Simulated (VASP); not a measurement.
```
CELL_PARAMETERS angstrom
      2.98648     0.00000     0.00000
     -1.49324     2.58637     0.00000
      0.00000     0.00000     6.09339
ATOMIC_POSITIONS crystal
  Ti 0.33333 0.66667 0.03177
  Ti 0.66667 0.33333 0.53177
  O  0.33333 0.66667 0.34323
  O  0.66667 0.33333 0.84323
```

Computed with r2SCAN meta-GGA, VASP's PBE PAW potentials (set 64) (plane waves; VASP). Numerical set-up: 520 eV cut-off, 10×10×4 Γ-centred mesh, tetrahedra with Blöchl corrections, potentials Ti_sv O.

The path is coarsely sampled, so an indirect gap can come out somewhat too large.

Task: Estimate the energy per atom (σ→0), band gap (over mesh and band path) with the smallest direct gap where there is one.

Result: 
The band gap (over mesh and band path) is 0.43 eV. The smallest direct gap (over mesh and band path) is 0.58 eV. The energy per atom (σ→0) is -11.907 eV/atom.

The absolute energy has meaning only against runs of the same code, potentials and settings.

The structure was generated: TiO was put into the wurtzite type (P6_3mc), which need not be its known phase. It was relaxed first, which changed the volume by -34 %.
